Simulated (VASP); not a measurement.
HfTeSe5: relaxation of cell and atoms with PBE

HfTeSe5:

```
Hf Te Se
1.0
     4.63157    0.00000    0.00000
     0.00000    4.63157    0.00000
     0.00000    0.00000    8.42054
Hf Te Se
1 1 5
Direct
  0.50000 0.50000 0.00000
  0.00000 0.00000 0.50000
  0.00000 0.50000 0.27513
  0.00000 0.50000 0.72487
  0.50000 0.00000 0.27513
  0.50000 0.00000 0.72487
  0.00000 0.00000 0.00000
```

The cell was built by a generator and needn't be a form met in nature.

```yaml
Program: VASP 6.6.1
Task: relaxation of cell and atoms
Functional: PBE
Potentials_or_basis: VASP PAW PBE potentials, release 64 (Hf_pv, Te, Se)
Cutoff: 520 eV
k_mesh: 3 × 3 × 2
Occupations: gaussian, width 0.15 eV
Spin: no spin polarisation
Further_INCAR_settings: PREC = Normal; ALGO = Fast; EDIFF = 0.0001; IBRION = 2; EDIFFG = -0.08; NSW = 24; ISIF = 3
```

The relaxed volume is 23.67 Å³/atom. The relaxed cell is a = 4.645 Å, b = 4.645 Å, c = 7.680 Å, α = 90.00°, β = 90.00°, γ = 90.00°, the space group after relaxing (to 0.05 Å) is P4/mmm (No. 123) and the energy gained by relaxing is 192.7 meV/atom. The ionic steps are 7, the pressure after relaxing is 0.1 GPa and the largest force after relaxing is 0.046 eV/Å. The band gap on the k mesh is none (metal or under the smearing width).

Forces in eV/Å, atoms in the order of the input:
```
Hf   0.000  0.000  0.000
Te   0.000  0.000  0.000
Se   0.000  0.000  0.046
Se   0.000  0.000 -0.046
Se   0.000  0.000  0.046
Se   0.000  0.000 -0.046
Se   0.000  0.000  0.000
```

Stress tensor (GPa, compression positive):
```
 0.15  0.00  0.00
 0.00  0.15  0.00
 0.00  0.00 -0.13
```

Step by step:
```tsv
step	energy change (eV)	largest force (eV/Å)	pressure (GPa)	volume (Å³)
1	0.0000	0.9788	-6.48	180.63
2	-0.5655	1.0824	3.74	154.70
3	-0.5938	1.0826	1.47	158.71
4	-0.8569	0.9312	1.67	158.35
5	-1.2541	0.0675	3.86	157.09
6	-1.2942	0.0574	-2.46	172.94
7	-1.3488	0.0457	0.06	165.70
```

Final structure:
```
Hf Te Se
1.0
     4.64500    0.00000    0.00000
     0.00000    4.64500    0.00000
     0.00000    0.00000    7.67978
Hf Te Se
1 1 5
Direct
  0.50000 0.50000 0.00000
  0.00000 0.00000 0.50000
  0.00000 0.50000 0.23636
  0.00000 0.50000 0.76364
  0.50000 0.00000 0.23636
  0.50000 0.00000 0.76364
  0.00000 0.00000 0.00000
```

Levels at points of the mesh, in eV from the Fermi level:
```tsv
k point	band 19	band 20	band 21	band 22	band 23	band 24	band 25	band 26	band 27
(0.00, 0.00, 0.00)	-2.47	-1.27	-1.27	-0.88	-0.88	-0.77	0.15	0.55	1.77
(0.00, 0.00, 0.50)	-1.72	-1.62	-1.62	-0.45	-0.23	0.15	0.24	0.24	0.43
```

It took 83 s on 1 thread of AMD EPYC 9R14 (Zen 4), with other jobs on the host, peak memory 0.18 GiB.

Caveat: the k mesh is coarse (spacing up to 0.45 Å⁻¹), so the values aren't converged; the relaxation stopped at a loose force limit of 0.08 eV/Å, so its end isn't a converged minimum. Spin-orbit coupling is left out, which matters for the levels of Hf, Te.
